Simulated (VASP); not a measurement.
Output of a VASP run:

**OSZICAR**
```
...
DAV:  10    -0.513486799196E+02   -0.49682E-01   -0.17091E-02  3196   0.168E+00    0.622E-01
DAV:  11    -0.513497084017E+02   -0.10285E-02   -0.28545E-03  3472   0.710E-01    0.130E-01
DAV:  12    -0.513499572687E+02   -0.24887E-03   -0.31702E-04  3244   0.257E-01    0.602E-02
DAV:  13    -0.513498625358E+02    0.94733E-04   -0.86646E-05  3286   0.135E-01    0.405E-02
DAV:  14    -0.513498556897E+02    0.68461E-05   -0.37494E-06  3526   0.258E-02    0.316E-02
DAV:  15    -0.513498456989E+02    0.99909E-05   -0.22569E-05  3379   0.667E-02    0.755E-03
DAV:  16    -0.513498432699E+02    0.24289E-05   -0.32002E-06  3386   0.212E-02    0.211E-03
DAV:  17    -0.513498445817E+02   -0.13117E-05   -0.21750E-07  1622   0.624E-03    0.101E-03
DAV:  18    -0.513498451752E+02   -0.59358E-06   -0.50416E-08  1610   0.323E-03
   1 F= -.50368270E+02 E0= -.50368004E+02  d E =-.503683E+02
       N       E                     dE             d eps       ncg     rms          rms(c)
DAV:   1    -0.518807146111E+02   -0.53087E+00   -0.15641E+01  3328   0.633E+01    0.117E+01
DAV:   2    -0.513039433270E+02    0.57677E+00   -0.73380E-01  3268   0.127E+01    0.265E+00
DAV:   3    -0.512137806532E+02    0.90163E-01   -0.30013E-01  3325   0.764E+00    0.202E+00
DAV:   4    -0.511135550456E+02    0.10023E+00   -0.73698E-02  3292   0.357E+00    0.577E-01
DAV:   5    -0.512202735759E+02   -0.10672E+00   -0.41752E-02  3223   0.276E+00    0.282E-01
DAV:   6    -0.512235291170E+02   -0.32555E-02   -0.14932E-03  3268   0.545E-01    0.121E-02
DAV:   7    -0.512234258323E+02    0.10328E-03   -0.40160E-05  3375   0.946E-02    0.555E-03
DAV:   8    -0.512234723430E+02   -0.46511E-04   -0.34742E-06  3406   0.280E-02    0.629E-03
DAV:   9    -0.512234465355E+02    0.25808E-04   -0.43273E-06  3256   0.281E-02    0.420E-03
DAV:  10    -0.512234546143E+02   -0.80788E-05   -0.82605E-08  1610   0.405E-03    0.197E-03
DAV:  11    -0.512234534636E+02    0.11507E-05   -0.39649E-09  1622   0.954E-04    0.142E-03
DAV:  12    -0.512234546249E+02   -0.11613E-05   -0.55168E-09  1604   0.111E-03    0.126E-04
DAV:  13    -0.512234544014E+02    0.22354E-06   -0.63935E-10  1613   0.451E-04
   2 F= -.50311186E+02 E0= -.50310999E+02  d E =0.570834E-01
       N       E                     dE             d eps       ncg     rms          rms(c)
DAV:   1    -0.517603016198E+02   -0.53685E+00   -0.10666E+01  3310   0.547E+01    0.823E+00
DAV:   2    -0.513913612411E+02    0.36894E+00   -0.53774E-01  3259   0.989E+00    0.217E+00
DAV:   3    -0.513273331012E+02    0.64028E-01   -0.21078E-01  3325   0.621E+00    0.131E+00
DAV:   4    -0.512766068461E+02    0.50726E-01   -0.65417E-02  3241   0.349E+00    0.101E-01
DAV:   5    -0.513364442445E+02   -0.59837E-01   -0.43987E-02  3199   0.289E+00    0.815E-02
DAV:   6    -0.513391013954E+02   -0.26572E-02   -0.58039E-04  3321   0.315E-01    0.210E-02
DAV:   7    -0.513395261620E+02   -0.42477E-03   -0.13168E-04  3286   0.161E-01    0.753E-02
DAV:   8    -0.513393696961E+02    0.15647E-03   -0.37135E-05  3250   0.953E-02    0.272E-02
DAV:   9    -0.513394133855E+02   -0.43689E-04   -0.28300E-06  3445   0.220E-02    0.119E-02
DAV:  10    -0.513393906810E+02    0.22705E-04   -0.12146E-07  1607   0.422E-03    0.960E-03
DAV:  11    -0.513393962629E+02   -0.55819E-05   -0.80063E-07  1634   0.138E-02    0.113E-03
DAV:  12    -0.513393904097E+02    0.58532E-05   -0.50143E-08  1595   0.358E-03    0.550E-04
DAV:  13    -0.513393907067E+02   -0.29698E-06   -0.42331E-09  1595   0.103E-03
   3 F= -.50372054E+02 E0= -.50371841E+02  d E =-.378468E-02
```

**OUTCAR**
```
------------------------ aborting loop because EDIFF is reached ----------------------------------------
  FORCE on cell =-STRESS in cart. coord.  units (eV):
  Direction    XX          YY          ZZ          XY          YZ          ZX
  --------------------------------------------------------------------------------------
  Total        0.9542783      0.9542783      0.9542783     -0.0000000      0.0000000      0.0000000
  in kB       98.6501114     98.6501114     98.6501114     -0.0000000      0.0000000      0.0000000
  external PRESSURE =      -1.3498886 kB  Pullay stress =     100.0000000 kB
  volume of cell :       15.50
      direct lattice vectors                 reciprocal lattice vectors
    -1.570637730  1.570637730  1.570637730     0.000000000  0.318342028  0.318342028
     1.570637730 -1.570637730  1.570637730     0.318342028  0.000000000  0.318342028
     1.570637730  1.570637730 -1.570637730     0.318342028  0.318342028  0.000000000
 POSITION                                       TOTAL-FORCE (eV/Angst)
 -----------------------------------------------------------------------------------
      0.00000      0.00000      0.00000         0.000000     -0.000000      0.000000
 -----------------------------------------------------------------------------------
    total drift:                                0.000000     -0.000000      0.000000
  FREE ENERGIE OF THE ION-ELECTRON SYSTEM (eV)
  ---------------------------------------------------
  free  energy   TOTEN  =       -51.3393907067 eV

  energy  without entropy=      -51.3387493604  energy(sigma->0) =      -51.33917692
  enthalpy is  TOTEN    =       -50.3720544046 eV   P V=        0.9673363021

 reached required accuracy - stopping structural energy minimisation
```
(Selected blocks of OUTCAR.)

**POSCAR**
```
W
1
   -1.5783067939     1.5783067939     1.5783067939
    1.5783067939    -1.5783067939     1.5783067939
    1.5783067939     1.5783067939    -1.5783067939
W
1
Direct
  0.0000000000   0.0000000000   0.0000000000
```

**Question.** Write an INCAR and KPOINTS that could have produced this output.

**Answer.** This is not unique; one that fits is the input of the run itself, r2SCAN meta-GGA, plane waves, VASP's PBE PAW potentials (set 64).

### INCAR
```
ALGO = Normal
EDIFF = 1E-6
EDIFFG = -0.02
ENCUT = 500
IBRION = 2
ISIF = 3
ISMEAR = 1
LASPH = T
LCHARG = F
LMAXMIX = 6
LMIXTAU = T
LREAL = F
LWAVE = F
METAGGA = R2SCAN
NELM = 100
NSW = 40
PREC = Accurate
PSTRESS = 100
SIGMA = 0.1
SYSTEM = W
```

KPOINTS:
```
Automatic mesh
0
Gamma
16 16 16
0 0 0
```

POTCAR, in this order: W_sv (PBE.64 set). Program: vasp_std.

The compound is W in the bcc structure. This run relaxes it under an external pressure of 10 GPa. Symmetry was kept, so distortions that lower it aren't found.
